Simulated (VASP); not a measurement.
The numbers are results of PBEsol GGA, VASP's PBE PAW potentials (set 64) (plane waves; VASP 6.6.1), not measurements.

The input files of a VASP run:

**KPOINTS**
```
Automatic mesh
0
Gamma
8 8 1
0 0 0
```

**INCAR**
```
SYSTEM  =  PtAl2(111) slab
PREC  =  Normal; ENCUT  =  400; LREAL  =  .False.
LASPH  =  .True.
EDIFF  =  1E-6; NELM  =  100; NELMIN  =  4
ALGO  =  Normal; LMAXMIX  =  6
ISMEAR  =  1; SIGMA  =  0.1
GGA  =  PS
LWAVE  =  .False.; LCHARG  =  .False.; LORBIT  =  11
LVHAR  =  .True.
DIPOL  =  0.5 0.5 0.5
LDIPOL  =  .True.; IDIPOL  =  3
```

File POSCAR:
```
PtAl2(111) slab
25.1696040
  0.1655940483   0.0000000000   0.0000000000
 -0.0827970439   0.1434086514   0.0000000000
  0.0000000000   0.0000000000   0.9999999883
Al Pt
6 3
Cart
  0.0827971003   0.0478028360   0.3422615212
 -0.0000000960   0.0956058154   0.4665976362
  0.0000000000   0.0000000000   0.3982825820
  0.0000000000   0.0000000000   0.6017174063
  0.0827971003   0.0478028360   0.5334023521
 -0.0000000960   0.0956058154   0.6577384671
 -0.0000000960   0.0956058154   0.3664986907
  0.0000000000   0.0000000000   0.4999999942
  0.0827971003   0.0478028360   0.6335012976
```

POTCAR, in this order: Al Pt (PBE.64 set). Program: vasp_std. Read from the step before: WAVECAR.

The resulting files:

File OUTCAR:
```
 ion  position               nearest neighbor table
   1  0.667  0.333  0.342-   7 2.48   7 2.48   7 2.48   3 2.79   3 2.79   3 2.79
   2  0.333  0.667  0.467-   7 2.52   8 2.55   8 2.55   8 2.55   5 2.94   5 2.94   5 2.94   3 2.96
                             3 2.96   3 2.96
   3  0.000  0.000  0.398-   7 2.54   7 2.54   7 2.54   8 2.56   1 2.79   1 2.79   1 2.79   2 2.96
                             2 2.96   2 2.96
   4  0.000  0.000  0.602-   9 2.54   9 2.54   9 2.54   8 2.56   6 2.79   6 2.79   6 2.79   5 2.96
                             5 2.96   5 2.96
   5  0.667  0.333  0.533-   9 2.52   8 2.55   8 2.55   8 2.55   2 2.94   2 2.94   2 2.94   4 2.96
                             4 2.96   4 2.96
   6  0.333  0.667  0.658-   9 2.48   9 2.48   9 2.48   4 2.79   4 2.79   4 2.79
   7  0.333  0.667  0.366-   1 2.48   1 2.48   1 2.48   2 2.52   3 2.54   3 2.54   3 2.54
   8  0.000  0.000  0.500-   2 2.55   5 2.55   5 2.55   2 2.55   5 2.55   2 2.55   4 2.56   3 2.56
  LATTYP: Found a hexagonal cell.
 ALAT       =     4.1679366193
 C/A-ratio  =     6.0388643122
 Subroutine PRICEL returns:
 Original cell was already a primitive cell.
 Subroutine GETGRP returns: Found 12 space group operations
The static configuration has the point symmetry D_3d.
The dynamic configuration has the point symmetry D_3d.
 Subroutine INISYM returns: Found 12 space group operations
 Subroutine IBZKPT returns following result:
 Found     10 irreducible k-points:

 Following reciprocal coordinates:
            Coordinates               Weight
  0.000000  0.000000  0.000000      1.000000
  0.125000  0.000000  0.000000      6.000000
  0.250000  0.000000  0.000000      6.000000
  0.375000  0.000000  0.000000      6.000000
  0.500000  0.000000  0.000000      3.000000
  0.125000  0.125000  0.000000      6.000000
  0.250000  0.125000  0.000000     12.000000
  0.375000  0.125000  0.000000     12.000000
  0.250000  0.250000  0.000000      6.000000
  0.375000  0.250000  0.000000      6.000000
   k-points           NKPTS =     10   k-points in BZ     NKDIM =     10   number of bands    NBANDS=     29
   number of dos      NEDOS =    301   number of ions     NIONS =      9
   total plane-waves  NPLWV =  50400
...
```

### OSZICAR
```
       N       E                     dE             d eps       ncg     rms          rms(c)
DAV:   1    -0.508197911463E+02   -0.50820E+02   -0.33305E-04   743   0.141E-01    0.266E-02
DAV:   2    -0.508197376656E+02    0.53481E-04   -0.77220E-04   715   0.237E-01    0.219E-02
DAV:   3    -0.508196987802E+02    0.38885E-04   -0.11990E-04   707   0.104E-01    0.360E-03
DAV:   4    -0.508197001621E+02   -0.13819E-05   -0.17451E-05   740   0.238E-02    0.361E-03
DAV:   5    -0.508196998145E+02    0.34760E-06   -0.13915E-06   380   0.126E-02
   1 F= -.50819700E+02 E0= -.50820181E+02  d E =0.144470E-02
```

### OUTCAR
```
------------------------ aborting loop because EDIFF is reached ----------------------------------------
  FORCE on cell =-STRESS in cart. coord.  units (eV):
  Direction    XX          YY          ZZ          XY          YZ          ZX
  --------------------------------------------------------------------------------------
  Total        2.6829459      2.6829459     -0.2258465     -0.0000004      0.0000000     -0.0000000
  in kB       11.3520236     11.3520235     -0.9555970     -0.0000016      0.0000000     -0.0000000
  external PRESSURE =       7.2494834 kB  Pullay stress =       0.0000000 kB
  volume of cell :      378.66
      direct lattice vectors                 reciprocal lattice vectors
     4.167936619  0.000000000  0.000000000     0.239926873  0.138521879  0.000000000
    -2.083968808  3.609538965  0.000000000     0.000000000  0.277043692  0.000000000
     0.000000000  0.000000000 25.169603706     0.000000000  0.000000000  0.039730463
 POSITION                                       TOTAL-FORCE (eV/Angst)
 -----------------------------------------------------------------------------------
      2.08397      1.20318      8.61459         0.000000      0.000000      0.022030
     -0.00000      2.40636     11.74408         0.000000      0.000000     -0.013754
      0.00000      0.00000     10.02461         0.000000     -0.000000     -0.027871
      0.00000      0.00000     15.14499        -0.000000      0.000000      0.027871
      2.08397      1.20318     13.42553         0.000000     -0.000000      0.013754
     -0.00000      2.40636     16.55502         0.000000     -0.000000     -0.022030
     -0.00000      2.40636      9.22463        -0.000000      0.000000      0.025525
      0.00000      0.00000     12.58480         0.000000      0.000000      0.000000
      2.08397      1.20318     15.94498         0.000000      0.000000     -0.025525
 -----------------------------------------------------------------------------------
    total drift:                                0.000000      0.000000      0.000000
  FREE ENERGIE OF THE ION-ELECTRON SYSTEM (eV)
  ---------------------------------------------------
  free  energy   TOTEN  =       -50.8196998145 eV

  energy  without entropy=      -50.8211445110  energy(sigma->0) =      -50.82018138

 total charge

# of ion       s       p       d       tot
------------------------------------------
    1        0.447   0.343   0.000   0.791
    2        0.401   0.364   0.000   0.765
    3        0.404   0.382   0.000   0.786
    4        0.404   0.382   0.000   0.786
    5        0.401   0.364   0.000   0.765
    6        0.447   0.343   0.000   0.791
    7        0.829   0.693   8.179   9.701
    8        0.839   0.725   8.176   9.740
    9        0.829   0.693   8.179   9.701
--------------------------------------------------
tot          5.001   4.290  24.535  33.826
```
(Selected blocks of OUTCAR.)

File OUTCAR:
```
 val. band max:        0.6167642444   @ k =   0.3750   0.0000   0.0000

 cond. band min:       0.7000350095   @ k =   0.2500   0.0000   0.0000


 Fermi energy:         0.6803553961

 k-point     1 :       0.0000    0.0000    0.0000
  band No.  band energies     occupation
      1      -9.5003      2.00000
      2      -8.7633      2.00000
      3      -7.7382      2.00000
      4      -5.0474      2.00000
      5      -4.6266      2.00000
      6      -4.4395      2.00000
      7      -4.4395      2.00000
      8      -4.3373      2.00000
      9      -4.3373      2.00000
     10      -4.2408      2.00000
     11      -4.2407      2.00000
     12      -3.1007      2.00000
     13      -3.1007      2.00000
     14      -2.9644      2.00000
     15      -2.8697      2.00000
     16      -2.8697      2.00000
     17      -2.7401      2.00000
     18      -2.7401      2.00000
     19      -2.5270      2.00000
     20      -1.0563      2.00000
     21       1.3321     -0.00000
     22       2.1538     -0.00000
     23       2.1538     -0.00000
     24       3.2365      0.00000
     25       3.2365      0.00000
     26       4.0508      0.00000
     27       4.1298      0.00000
     28       4.1298      0.00000
     29       4.1489      0.00000

 k-point     2 :       0.1250    0.0000    0.0000
  band No.  band energies     occupation
      1      -9.3062      2.00000
      2      -8.5662      2.00000
      3      -7.5328      2.00000
      4      -5.0734      2.00000
      5      -4.7211      2.00000
      6      -4.5614      2.00000
      7      -4.3568      2.00000
      8      -4.3107      2.00000
      9      -4.2491      2.00000
     10      -4.2290      2.00000
     11      -4.1225      2.00000
     12      -3.2663      2.00000
     13      -3.1590      2.00000
     14      -3.0750      2.00000
     15      -2.9404      2.00000
     16      -2.8567      2.00000
     17      -2.7485      2.00000
     18      -2.7299      2.00000
     19      -2.1686      2.00000
...
```

Unless said otherwise, spin-orbit coupling is left out, though it shifts the bands of the heavy elements here.

The cell is a thin slab with vacuum, built from PtAl2 (fluorite): (111) face.
